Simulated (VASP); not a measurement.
Consider the following.

```
Li2Se
1.0
    0.00000     2.92042     2.92042
    2.92042     0.00000     2.92042
    2.92042     2.92042     0.00000
Li Se
2 1
Direct
  0.25000   0.25000   0.25000
  0.75000   0.75000   0.75000
  0.00000   0.00000   0.00000
```

The numbers are results of SCAN meta-GGA, VASP's PBE PAW potentials (set 64) (plane waves; VASP), not measurements. Settings: 520 eV cut-off, 8×8×8 Γ-centred mesh, Gaussian smearing of 0.050 eV, potentials Li_sv Se.

Problem. The job: Li$_{2}$Se (antifluorite), 3 atoms, SCAN, static run, 520 eV, 8×8×8 Γ-centred mesh. Roughly how much core time does it take on a busy server core?

Solution. About 2 core-minutes (one run on a shared machine, a rough figure). It had 29 irreducible k-points, 10 bands, up to 1363 plane waves and 33 electronic steps.

The compound is Li2Se in the antifluorite structure. This cell is one point of a volume scan, at 0.94 of the reference volume.
